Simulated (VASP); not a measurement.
Data:

```xyz
4
Lattice="3.4868 0.0000 0.0000 0.0000 3.4868 0.0000 0.0000 0.0000 3.4868" Properties=species:S:1:pos:R:3 pbc="T T T"
Si     0.0000     0.0000     0.0000
Ni     0.0000     1.7434     1.7434
Ni     1.7434     0.0000     1.7434
Ni     1.7434     1.7434     0.0000
```

Calculation: optB86b-vdW, VASP's PBE PAW potentials (set 64) (plane waves; VASP 6.6.1). Settings: 520 eV cut-off, Gaussian smearing of 0.050 eV, potentials Si Ni.

Predict the band gap (along the path) with the smallest direct gap where there is one.

The band gap (along the path) is none (metal, semimetal or under 0.01 eV).

Only differences to runs with the same potentials and settings are physical.

The compound is Ni3Si in the L1_2 structure. It was relaxed first. The run is not spin-polarised, so no magnetic state was tried.
